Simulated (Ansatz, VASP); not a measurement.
## Mo16Cl: VASP beside Ansatz

Wanted: the spread between two codes on one cell, functional and k mesh. Of the first pair: The structure shown is the start of the Ansatz relaxation below; VASP solves that cell, so the two are compared at the walk's first step.

Main program and level: Ansatz 0.2.0; plane waves, with VASP 6.6.1 beside it; single point at PBE.

## 1. The structure

The cell holds 17 atoms: 16 Mo and 1 Cl. Cell: a = 6.322 Å, b = 5.475 Å, c = 23.470 Å, α = 90.0°, β = 90.0°, γ = 54.7°. It derives from Mo. Vacuum lies along c.

## 2. Ansatz: relaxation, PBE

Ansatz runs on its PAW soft_1 files.

The two programs are compared at the cell with which this relaxation starts, whose forces are those of its first step.

Input file input.yaml:

```yaml
crystal:
  lattice:
    - [6.3215098815, 0.0, 0.0]
    - [3.1607549407, 4.4699776463, 0.0]
    - [0.0, 0.0, 23.4702858364]
  atoms:
    - { symbol: Mo, position: [0.75, 0.5, 0.319629] }
    - { symbol: Mo, position: [0.25, 0.5, 0.319629] }
    - { symbol: Mo, position: [0.75, 0.0, 0.319629] }
    - { symbol: Mo, position: [0.25, 0.0, 0.319629] }
    - { symbol: Mo, position: [0.0, 0.0, 0.414856] }
    - { symbol: Mo, position: [0.5, 0.0, 0.414856] }
    - { symbol: Mo, position: [1.0, 0.5, 0.414856] }
    - { symbol: Mo, position: [0.5, 0.5, 0.414856] }
    - { symbol: Mo, position: [0.75, 0.5, 0.510082] }
    - { symbol: Mo, position: [0.25, 0.5, 0.510082] }
    - { symbol: Mo, position: [0.75, 0.0, 0.510082] }
    - { symbol: Mo, position: [0.25, 0.0, 0.510082] }
    - { symbol: Mo, position: [0.0, 0.0, 0.605309] }
    - { symbol: Mo, position: [0.5, 0.0, 0.605309] }
    - { symbol: Mo, position: [1.0, 0.5, 0.605309] }
    - { symbol: Mo, position: [0.5, 0.5, 0.605309] }
    - { symbol: Cl, position: [0.1875, 0.125, 0.680371] }
  periodic: [true, true, false]
kpoints:
  mp_grid: { grid: [6, 6, 1] }
hamiltonian:
  xc: pbe
  pseudopotentials: { kind: paw, azcp: { folder: soft_1 } }
scf:
  occupations: { method: methfessel_paxton, width: 0.15 }
output:
  forces: true
  eigenvalues: true
relax:
  adjacent_minimum: "off"
  f_tol: 0.003
  max_steps: 120
  constraints: [{ sites: [0, 1, 2, 3, 4, 5, 6, 7] }]
```

Started as:

```
ansatz run input.yaml --threads 8 --pin off --max-ram 20480MiB --backend cpu --events-out ev --progress --plain --runs-dir out
```

Numbers of over 12 decimals in the logs are rounded to 6 here.

The program printed:

```text
Warning: crystal.periodic: the lattice vector that does not repeat stood 0.000° off the slab's normal, 23.470 Å along it as the deck builds it. The run solves the slab on a vector along the normal, 40.733 Å long, with every atom where it was (on the deck's vector they left 15.00 Å outside them, and the widest stretch free of ions among them is 2.24 Å). A fractional position that the run reports is one of the run's ce [...]
The last accepted step is kept in <dir> (removed where the run ends without a failure and the disk answers)
crystal.periodic: the lattice vector that does not repeat stood 0.000° off the slab's normal, 23.470 Å along it as the deck builds it. The run solves the slab on a vector along the normal, 40.733 Å long, with every atom where it was (on the deck's vector they left 15.00 Å outside them, and the widest stretch free of ions among them is 2.24 Å). A fractional position that the run reports is one of the run's cell, which [...]
Engine: ansatz 0.2.0, aarch64-unknown-linux-gnu
Pseudopotentials: kind: paw
Pseudopotential: Mo, paw, valence charge 14, recommended cutoff 420 eV (normal), soft_1/Mo.paw.azcp
Pseudopotential: Cl, paw, valence charge 7, recommended cutoff 420 eV (normal), soft_1/Cl.paw.azcp
Functional definition: PBE
  parameter kappa = 0.804
  parameter beta = 0.066725
  exchange = pbe_x(kappa = kappa, mu = beta*pi^2/3)
  correlation = pbe_c(beta = beta)
[...]
E_hartree    = 612355.161132
  E_xc         = -2913.468791
  E_vxc        = -3613.256058  (∫ρ·V_xc dr)
  E_paw        = -52049.368258  (= ΣΔE_a)
  E_vpaw       = -2560.744399  (= ΣTr[D̂ρ^β])
  E_aug_tail   = 0.000901  (compensation charges beyond the density's cutoff)
  E_ewald      = 587473.644148
  E_smearing   = 0.015566  (= −TS)
  E_closure    = -0.000000  (closes the sum)
  Σ components = -80369.144382   (vs F -80369.144382, Δ=0.00e0)
--- Forces (eV/Å), atoms counted from 1 ---
  atom   1  Mo     0.03882712    -0.02002597     0.66122399
  atom   2  Mo    -0.03882712    -0.02002597     0.66122399
  atom   3  Mo     0.00000000    -0.01876063     0.58689804
  atom   4  Mo    -0.00000000     0.06564561     0.50421324
  atom   5  Mo    -0.03766248     0.02255748    -0.48390738
  atom   6  Mo     0.03766248     0.02255748    -0.48390738
  atom   7  Mo     0.00000000    -0.10291335    -0.70259151
  atom   8  Mo    -0.00000000     0.05302283    -0.74240066
  atom   9  Mo    -0.00172342    -0.00044579    -0.00051841
  atom  10  Mo     0.00172342    -0.00044579    -0.00051841
  atom  11  Mo    -0.00000000     0.00096142    -0.00067910
  atom  12  Mo     0.00000000    -0.00083297     0.00007734
  atom  13  Mo    -0.00029123     0.00011225    -0.00004545
  atom  14  Mo     0.00029123     0.00011225    -0.00004545
  atom  15  Mo     0.00000000    -0.00030465     0.00097760
  atom  16  Mo     0.00000000    -0.00103261    -0.00013546
  atom  17  Cl     0.00000000    -0.00020517     0.00014836
  max |Σ_I F_I| component: 2.36e-5 eV/Å
--- Band table (eV; the first three rows and the last of 13) ---
  k-point 0: bands = ["-65.8948", "-65.7890", "-65.7058", "-65.6945", "-65.6761", "-65.6644", "-65.6393", "-65.6266", "-65.5989", "-65.5559", "-65.5411", "-65.5198", "-65.5009", "-65.4863", "-65.4092", "-65.3945", "-40.5265", "-40.5079", "-40.5020", "-40.4952", "-40.4803", "-40.4266", "-40.3614", "-40.2716", "-40.2573", "-40.1528", "-40.1518", "-40.1187", "-40.0880", "-40.0757", "-40.0699", "-40.0297", "-39.8973", "- [...]
  k-point 1: bands = ["-65.8789", "-65.7750", "-65.7068", "-65.6959", "-65.6758", "-65.6738", "-65.6434", "-65.6190", "-65.5868", "-65.5680", "-65.5409", "-65.5188", "-65.5008", "-65.4862", "-65.4214", "-65.4082", "-40.4639", "-40.4502", "-40.4442", "-40.4408", "-40.4287", "-40.3997", "-40.2955", "-40.2167", "-40.2062", "-40.1035", "-40.1031", "-40.0940", "-40.0562", "-40.0518", "-40.0270", "-40.0036", "-39.8684", "- [...]
  k-point 2: bands = ["-65.8352", "-65.7383", "-65.7154", "-65.7085", "-65.6938", "-65.6751", "-65.6536", "-65.6110", "-65.5831", "-65.5501", "-65.5404", "-65.5159", "-65.5005", "-65.4861", "-65.4531", "-65.4445", "-40.3539", "-40.3287", "-40.3175", "-40.3082", "-40.3016", "-40.2219", "-40.1616", "-40.1146", "-40.0791", "-40.0747", "-40.0098", "-39.9859", "-39.9826", "-39.9683", "-39.8845", "-39.8300", "-39.8143", "- [...]
  k-point 12: bands = ["-65.8292", "-65.7668", "-65.7430", "-65.7202", "-65.6879", "-65.6602", "-65.6405", "-65.6058", "-65.5779", "-65.5652", "-65.5452", "-65.5159", "-65.5025", "-65.4762", "-65.4405", "-65.4251", "-40.3528", "-40.3402", "-40.3198", "-40.2965", "-40.2832", "-40.2628", "-40.2486", "-40.1842", "-40.1545", "-40.1305", "-40.1093", "-40.0950", "-40.0412", "-39.9784", "-39.9496", "-39.9229", "-39.9085", " [...]
--- Relaxed structure (11 steps of the walk, 9 accepted, 0 SCFs on fresh bases) ---
  F+E_penalty+E_count = -80369.14438152 eV   max|allowed force component| = 1.723e-3 eV/Å
  cell:  # Å, volume = 1151.0050 Å³
    - [6.3215098815, 3.5355241443262355e-11, 0.0]
    - [3.160754940725, 4.469978, 0.0]
    - [0.0, 0.0, 40.733436]
  atoms:
    - { symbol: Mo, position: [0.750000, 0.500000, 0.184168] }
    - { symbol: Mo, position: [0.250000, 0.500000, 0.184168] }
    - { symbol: Mo, position: [0.750000, 0, 0.184168] }
    - { symbol: Mo, position: [0.25, 0, 0.184168] }
    - { symbol: Mo, position: [0.0, 0.0, 0.239037] }
    - { symbol: Mo, position: [0.5, 0, 0.239037] }
    - { symbol: Mo, position: [1.0, 0.500000, 0.239037] }
    - { symbol: Mo, position: [0.500000, 0.500000, 0.239037] }
    - { symbol: Mo, position: [0.751413, 0.499284, 0.294480] }
    - { symbol: Mo, position: [0.249304, 0.499284, 0.294480] }
    - { symbol: Mo, position: [0.752608, -0.00521602, 0.293120] }
    - { symbol: Mo, position: [0.249268, 0.00146437, 0.294042] }
    - { symbol: Mo, position: [0.00787381, -0.00820861, 0.347417] }
    - { symbol: Mo, position: [0.500335, -0.00820861, 0.347417] }
    - { symbol: Mo, position: [0.987569, 0.524863, 0.348040] }
    - { symbol: Mo, position: [0.507947, 0.484105, 0.345550] }
    - { symbol: Cl, position: [0.167037, 0.165926, 0.394876] }
```

(Part 1 of 3 ends here.)

[Lines on the potential files, build, host, timing and source positions are cut from VASP's logs without a mark.]

[Logs are printed without paths, hosts, clocks, repeated set-up lines and the standing remarks that a program may print on its own settings, such as how far it seeks lower states.]

[Hosts, paths, dates, database ids (printed as entryN), source tags and the programs' standing remarks are cut or masked in the printed files.]
